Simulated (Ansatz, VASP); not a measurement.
## GaB3: VASP beside Ansatz

File INCAR:

```
SYSTEM = GaB3
ALGO     = Normal         ! electronic algorithm
EDIFF    = 1E-7           ! SCF threshold, eV
EDIFFG   = -0.04          ! ionic threshold
ENCUT    = 600            ! plane-wave cutoff, eV
GGA      = PE             ! functional
IBRION   = 2              ! ionic algorithm
ISIF     = 3              ! what is computed and relaxed
ISMEAR   = 0              ! smearing method
LASPH    = .True.         ! aspherical terms in the spheres
LCHARG   = .False.        ! write CHGCAR
LREAL    = .False.        ! projectors in reciprocal space
LWAVE    = .False.        ! write WAVECAR
NELM     = 60             ! most SCF steps
NSW      = 90             ! ionic steps
PREC     = Accurate       ! precision mode
SIGMA    = 0.1            ! smearing width, eV
```

Contents of KPOINTS:

```
k-points
0
Gamma
  4 4 6
  0 0 0
```

The input POSCAR:

```
GaB3
1.0
    2.6804950613     -2.9444031141      0.0000000000
    2.6804950613      2.9444031141      0.0000000000
    0.0000000000      0.0000000000      2.9117869022
Ga B
1 3
Direct
    0.5000000000      0.5000000000      0.5000000000
    0.1414986843      0.8585013157      0.5000000000
    0.8585013157      0.1414986843      0.5000000000
    0.0000000000      0.0000000000      0.0000000000
```

Input for Ansatz:

```yaml
crystal:
  lattice:
    - [2.6804950613, -2.9444031141, 0.0]
    - [2.6804950613, 2.9444031141, 0.0]
    - [0.0, 0.0, 2.9117869022]
  atoms:
    - { symbol: Ga, position: [0.5, 0.5, 0.5] }
    - { symbol: B, position: [0.1414986843, 0.8585013157, 0.5] }
    - { symbol: B, position: [0.8585013157, 0.1414986843, 0.5] }
    - { symbol: B, position: [0.0, 0.0, 0.0] }
basis:
  ecutwfc: 420
kpoints:
  mp_grid: { grid: [4, 4, 6] }
hamiltonian:
  xc: pbe
scf:
  occupations: { method: gaussian, width: 0.1 }
  lower_state_search: "off"
output:
  forces: true
  stress: true
  eigenvalues: true
relax:
  adjacent_minimum: "off"
  f_tol: 0.04
  max_steps: 70
  cell: { stress_tol: 0.4 }
```

Alike in both runs: task relaxation of cell and atoms; functional PBE; k mesh 4 × 4 × 6; occupations gaussian, width 0.1 eV; no spin polarisation.

```csv
,VASP,Ansatz
version,VASP 6.6.1,Ansatz 0.2.0
potentials or method,"VASP PAW PBE potentials, release 64 (Ga_d, B)","scalar-relativistic, plane waves, PAW"
plane-wave cutoff (eV),600,420
valence electrons in the cell,22,22
```

```tsv
	VASP	Ansatz	Ansatz less VASP
gap on the k mesh at the Fermi level, each at its own relaxed structure (eV)	none	none	-
relaxed volume (Å³/atom)	11.60	11.68	+0.088
relaxed cell length with the largest relative difference (Å)	4.016	4.028	+0.0119
energy change over the relaxation (meV/atom)	-3	-3	-0.2
```

A gap of «none» marks a metal or a gap that the smearing closes.

Caveats: the k mesh is coarse (spacing up to 0.40 Å⁻¹), so the values aren't converged.
